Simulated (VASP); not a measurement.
Data:

```
CELL_PARAMETERS angstrom
      0.00000     1.82066     1.82066
      1.82066     0.00000     1.82066
      1.82066     1.82066     0.00000
ATOMIC_POSITIONS crystal
  Cu 0.00000 0.00000 0.00000
```

Computed with rev-vdW-DF2, VASP's PBE PAW potentials (set 64) (plane waves; VASP). Settings: 520 eV cut-off, 17×17×17 Γ-centred mesh, first-order Methfessel-Paxton smearing of 0.10 eV, potentials Cu.

**Question.** Give the stress tensor in GPa (positive for a compressed cell).

**Answer.** 
```
-4.23   0.00   0.00
 0.00  -4.23   0.00
 0.00   0.00  -4.23
```
The pressure is its mean diagonal, -4.23 GPa.

The compound is Cu in the fcc structure. This cell is one point of a volume scan, at 1.03 of the reference volume.
